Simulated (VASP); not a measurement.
# CdAg: relaxation of cell and atoms with LDA

Crystal: CdAg.

```
CELL_PARAMETERS angstrom
3.38791 0.00000 0.00000
0.00000 3.38791 0.00000
0.00000 0.00000 3.38791
ATOMIC_POSITIONS crystal
Cd 0.50000 0.50000 0.50000
Ag 0.00000 0.00000 0.00000
```

| Property | Result |
| --- | --- |
| Program | VASP 6.6.1 |
| Task | relaxation of cell and atoms |
| Functional | LDA |
| Potentials or basis | VASP PAW LDA potentials, release 64 (Cd, Ag) |
| Cutoff | 600 eV |
| k mesh | 12 × 12 × 12 |
| Occupations | gaussian, width 0.1 eV |
| Spin | no spin polarisation |
| Dipole correction | no |
| Further INCAR settings | ALGO = Normal; EDIFF = 1e-06; IBRION = 2; EDIFFG = -0.005; NSW = 70; ISIF = 3 |

```json
{
  "Relaxed volume": "17.52 Å³/atom",
  "Relaxed cell": "a = 3.272 Å, b = 3.272 Å, c = 3.272 Å, α = 90.00°, β = 90.00°, γ = 90.00°",
  "Space group after relaxing (to 0.05 Å)": "Pm-3m (No. 221)",
  "Energy gained by relaxing": "59.0 meV/atom",
  "Ionic steps": "3",
  "Pressure after relaxing": "0.0 GPa",
  "Band gap on the k mesh": "none (metal or under the smearing width)"
}
```

Step by step:
| step | energy change (eV) | largest force (eV/Å) | pressure (GPa) | volume (Å³) |
| --- | --- | --- | --- | --- |
| 1 | 0.0000 | 0.0000 | -8.71 | 38.89 |
| 2 | -0.0821 | 0.0000 | 6.78 | 33.23 |
| 3 | -0.1180 | 0.0000 | -0.03 | 35.04 |

Final structure:
```yaml
crystal:
  lattice:
    - [3.27223, 0.00000, 0.00000]
    - [0.00000, 3.27223, 0.00000]
    - [0.00000, 0.00000, 3.27223]
  atoms:
    - { symbol: Cd, position: [0.50000, 0.50000, 0.50000] }
    - { symbol: Ag, position: [0.00000, 0.00000, 0.00000] }
```

Levels at points of the mesh, in eV from the Fermi level:
```tsv
k point	band 8	band 9	band 10	band 11	band 12	band 13	band 14	band 15
(0.00, 0.00, 0.00)	-5.32	-4.36	-4.36	-4.36	5.12	5.12	5.12	10.19
(0.50, 0.00, 0.00)	-5.13	-5.13	-4.85	-4.57	-2.90	10.75	10.75	11.10
(0.50, 0.50, 0.00)	-4.45	-4.45	-4.11	-1.60	-1.60	1.65	2.07	11.61
(0.50, 0.50, 0.50)	-6.02	-4.08	-4.08	2.54	4.33	4.33	4.33	4.53
```

Run time: 66 s on 1 thread of Intel(R) Xeon(R) Platinum 8488C (Sapphire Rapids) (shared host), peak memory 0.2 GiB.

LDA usually gives volumes a few per cent too small. Zero-point motion and thermal expansion aren't in these numbers.
